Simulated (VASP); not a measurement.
Level of theory: PBEsol GGA, VASP's PBE PAW potentials (set 64) (plane waves; VASP).

VASP input:

### KPOINTS
```
kpoints
0
gamma
  10 10 5
```

INCAR:
```
EDIFF  =  1E-6   ! SCF stop (eV)
ISMEAR  =  1   ! Methfessel-Paxton
PREC  =  Accurate
GGA  =  PS   ! PBEsol
NELM  =  100   ! most electronic steps
LASPH  =  .TRUE.   ! aspherical one-centre terms
SYSTEM  =  SnO
ENCUT  =  620   ! plane-wave cut-off (eV)
LREAL  =  .FALSE.
SIGMA  =  0.1
LCHARG  =  .FALSE.
IBRION  =  2   ! conjugate gradients
ALGO  =  Normal
NSW  =  40   ! most ionic steps
LMAXMIX  =  4   ! l cut-off of mixed one-centre charges
EDIFFG  =  -0.02   ! ionic stop
LWAVE  =  .FALSE.
ISIF  =  3
```

**POSCAR**
```
SnO
1.0
  3.3722946885   0.0000000000   0.0000000000
 -1.6861473442   2.9204927216   0.0000000000
  0.0000000000   0.0000000000   6.4442268515
Sn O
2 2
Direct
  0.0000000000   0.0000000000   0.0000000000
  0.0000000000   0.0000000000   0.5000000000
  0.3333330000   0.6666670000   0.2500000000
  0.6666670000   0.3333330000   0.7500000000
```

POTCAR, in this order: Sn_d O (PBE.64 set). Program: vasp_std.

The resulting files:

OSZICAR:
```
       N       E                     dE             d eps       ncg     rms          rms(c)
DAV:   1     0.422799095097E+03    0.42280E+03   -0.23021E+04  2080   0.290E+03
DAV:   2     0.358965897500E+02   -0.38690E+03   -0.38134E+03  2144   0.630E+02
DAV:   3    -0.226859048187E+02   -0.58582E+02   -0.57493E+02  2432   0.201E+02
DAV:   4    -0.251845376080E+02   -0.24986E+01   -0.24743E+01  2296   0.448E+01
DAV:   5    -0.252637551542E+02   -0.79218E-01   -0.79216E-01  2816   0.785E+00    0.103E+01
DAV:   6    -0.224992706170E+02    0.27645E+01   -0.24271E+01  3112   0.560E+01    0.619E+00
DAV:   7    -0.221793210634E+02    0.31995E+00   -0.32652E+00  2216   0.114E+01    0.222E+00
DAV:   8    -0.221547693434E+02    0.24552E-01   -0.45161E-01  2392   0.410E+00    0.683E-01
DAV:   9    -0.221398060471E+02    0.14963E-01   -0.71900E-02  3160   0.195E+00    0.181E-01
DAV:  10    -0.221405857485E+02   -0.77970E-03   -0.12886E-02  2672   0.889E-01    0.176E-01
DAV:  11    -0.221400047594E+02    0.58099E-03   -0.32378E-03  2904   0.367E-01    0.143E-02
DAV:  12    -0.221400266253E+02   -0.21866E-04   -0.23895E-04  2176   0.944E-02    0.232E-02
DAV:  13    -0.221400206020E+02    0.60233E-05   -0.34985E-05  2472   0.444E-02    0.253E-03
DAV:  14    -0.221400205212E+02    0.80828E-07   -0.22127E-06  1832   0.122E-02
   1 F= -.22140021E+02 E0= -.22139688E+02  d E =-.221400E+02
```

File OUTCAR:
```
------------------------ aborting loop because EDIFF is reached ----------------------------------------
  FORCE on cell =-STRESS in cart. coord.  units (eV):
  Direction    XX          YY          ZZ          XY          YZ          ZX
  --------------------------------------------------------------------------------------
  Total        0.0043140      0.0043140     -0.0680905      0.0000000      0.0000000      0.0000000
  in kB        0.1089032      0.1089032     -1.7188754      0.0000000      0.0000000      0.0000000
  external PRESSURE =      -0.5003563 kB  Pullay stress =       0.0000000 kB
  volume of cell :       63.47
      direct lattice vectors                 reciprocal lattice vectors
     3.372294688  0.000000000  0.000000000     0.296533990  0.171203988  0.000000000
    -1.686147344  2.920492722  0.000000000     0.000000000  0.342407975  0.000000000
     0.000000000  0.000000000  6.444226851     0.000000000  0.000000000  0.155177653
 POSITION                                       TOTAL-FORCE (eV/Angst)
 -----------------------------------------------------------------------------------
      0.00000      0.00000      0.00000         0.000000      0.000000     -0.000000
      0.00000      0.00000      3.22211         0.000000      0.000000     -0.000000
     -0.00000      1.94700      1.61106        -0.000000     -0.000000      0.000000
      1.68615      0.97350      4.83317         0.000000      0.000000      0.000000
 -----------------------------------------------------------------------------------
    total drift:                               -0.000000      0.000000      0.000000
  FREE ENERGIE OF THE ION-ELECTRON SYSTEM (eV)
  ---------------------------------------------------
  free  energy   TOTEN  =       -22.1400205212 eV

  energy  without entropy=      -22.1390236592  energy(sigma->0) =      -22.13968823

 reached required accuracy - stopping structural energy minimisation
```
(Selected blocks of OUTCAR.)

### OUTCAR
```
 val. band max:        8.1900066640   @ k =   0.1000   0.0000   0.0000

 cond. band min:       8.1953736218   @ k =   0.4000   0.1000   0.0000


 Fermi energy:         8.1946110551

 k-point     1 :       0.0000    0.0000    0.0000
  band No.  band energies     occupation
      1     -13.6640      2.00000
      2     -13.5379      2.00000
      3     -13.5379      2.00000
      4     -13.5236      2.00000
      5     -13.5236      2.00000
      6     -13.4608      2.00000
      7     -13.4608      2.00000
      8     -13.4556      2.00000
      9     -13.3868      2.00000
     10     -13.3868      2.00000
     11     -10.7324      2.00000
     12     -10.1689      2.00000
     13      -1.5693      2.00000
     14       0.9005      2.00000
     15       3.9373      2.00000
     16       5.0009      2.00000
     17       5.0009      2.00000
     18       5.2272      2.00000
     19       5.2272      2.00000
     20       7.5528      2.00000
     21       8.6842     -0.00000
     22      14.4257      0.00000
     23      14.4257      0.00000
     24      15.1143      0.00000

 k-point     2 :       0.1000    0.0000    0.0000
  band No.  band energies     occupation
      1     -13.6568      2.00000
      2     -13.5461      2.00000
      3     -13.5267      2.00000
      4     -13.5239      2.00000
      5     -13.5104      2.00000
      6     -13.4845      2.00000
      7     -13.4632      2.00000
      8     -13.4459      2.00000
      9     -13.3939      2.00000
     10     -13.3882      2.00000
     11     -10.6702      2.00000
     12     -10.0982      2.00000
     13      -1.4049      2.00000
     14       0.7709      2.00000
     15       3.9970      2.00000
     16       4.6018      2.00000
     17       4.8867      2.00000
     18       5.1749      2.00000
     19       5.2194      2.00000
     20       8.1900      1.07784
     21       8.5201     -0.00004
     22      13.2910      0.00000
     23      14.4353      0.00000
     24      14.4457      0.00000
...
```

Unless said otherwise, spin-orbit coupling is left out, though it shifts the bands of the heavy elements here.

The structure was generated: SnO was put into the NiAs type type (P6_3/mmc), which need not be its known phase. It was relaxed first, which changed the volume by +51 %.
